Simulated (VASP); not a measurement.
# RbLaMg6: single point with LDA

Crystal: RbLaMg6.

```
La Rb Mg
1.0
     5.42779    0.00000    0.00000
     0.00000    3.61559    6.03105
     0.00000   -3.61559    6.03105
La Rb Mg
1 1 6
Direct
  0.50000 0.34261 0.34261
  0.00000 0.14880 0.14880
  0.00000 0.66696 0.66696
  0.00000 0.16383 0.66071
  0.00000 0.66071 0.16383
  0.50000 0.84607 0.84607
  0.50000 0.37016 0.80086
  0.50000 0.80086 0.37016
```

The cell comes from a database or a generator and needn't be the stable form of this composition.

```json
{
 "Program": "VASP 6.6.1",
 "Task": "single point",
 "Functional": "LDA",
 "Potentials or basis": "VASP PAW LDA potentials, release 64 (La, Rb_sv, Mg)",
 "Cutoff": "520 eV",
 "k mesh": "5 × 5 × 5",
 "Occupations": "gaussian, width 0.05 eV",
 "Spin": "no spin polarisation"
}
```

```yaml
Pressure: -2.2 GPa
Largest_force: 0.102 eV/Å
Band_gap_on_the_k_mesh: none (metal or under the smearing width)
```

Forces on the atoms (eV/Å):
```
La   0.000  0.000  0.075
Rb   0.000  0.000 -0.021
Mg   0.000  0.000  0.023
Mg   0.000  0.067 -0.077
Mg   0.000 -0.067 -0.077
Mg   0.000  0.000  0.055
Mg   0.000 -0.005  0.011
Mg   0.000  0.005  0.011
```

Stress tensor (GPa, compression positive):
```
-2.24  0.00  0.00
 0.00 -2.12  0.00
 0.00  0.00 -2.22
```

Levels at points of the mesh, in eV from the Fermi level:
```
           k point  band 14  band 15  band 16  band 17  band 18  band 19
(0.00, 0.00, 0.00)    -1.19    -0.60    -0.01     0.27     0.35     1.00
```

Wall time 3 min on 1 thread of Intel(R) Xeon(R) Platinum 8559C (Emerald Rapids) (shared host), peak memory 0.39 GiB.

Spin-orbit coupling is left out, which matters for the levels of La.
